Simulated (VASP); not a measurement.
Input:

```yaml
crystal:
  lattice:
    - [0.00000, 3.10577, 3.06791]
    - [3.16760, 0.00000, 3.06791]
    - [3.16760, 3.10577, 0.00000]
  atoms:
    - { symbol: Ba, position: [0.00000, 0.00000, 0.00000] }
    - { symbol: F, position: [0.25000, 0.25000, 0.25000] }
    - { symbol: F, position: [0.74350, 0.75650, 0.75650] }
```

Calculation: PBE GGA, VASP's PBE PAW potentials (set 64) (plane waves; VASP 6.6.1). Settings: LREAL = Auto, 520 eV cut-off, 6×6×6 Γ-centred mesh, Gaussian smearing of 0.050 eV, potentials Ba_sv F.

Q: Predict the energy per atom (σ→0), pressure, largest force.

A: 
The energy per atom (σ→0) comes out as -5.704 eV/atom and the pressure comes out as 15.5 kbar. The largest force is 0.121 eV/Å.

The absolute energy has meaning only against runs of the same code, potentials and settings.

The compound is BaF2 in the fluorite structure. The cell was not relaxed at this level, atoms are displaced from their ideal sites. The run is one of a series of settings (LREAL = Auto against the base run), some of them coarse on purpose.
